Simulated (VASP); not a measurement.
Data:

```
CELL_PARAMETERS angstrom
      0.00000     2.73849     2.73849
      2.73849     0.00000     2.73849
      2.73849     2.73849     0.00000
ATOMIC_POSITIONS crystal
  Cd 0.00000 0.00000 0.00000
  F  0.25000 0.25000 0.25000
  F  0.75000 0.75000 0.75000
```

Method: PW91 GGA, VASP's PBE PAW potentials (set 64) (plane waves; VASP). Settings: 520 eV cut-off, Gaussian smearing of 0.050 eV, potentials Cd F.

Problem. What does the run give for the band gap (along the path) with the smallest direct gap where there is one?

Solution. 
| Quantity | Result |
|---|---|
| band gap (along the path) | 2.92 eV |
| smallest direct gap (along the path) | 3.47 eV |

The compound is CdF2 in the fluorite structure. It was relaxed first.
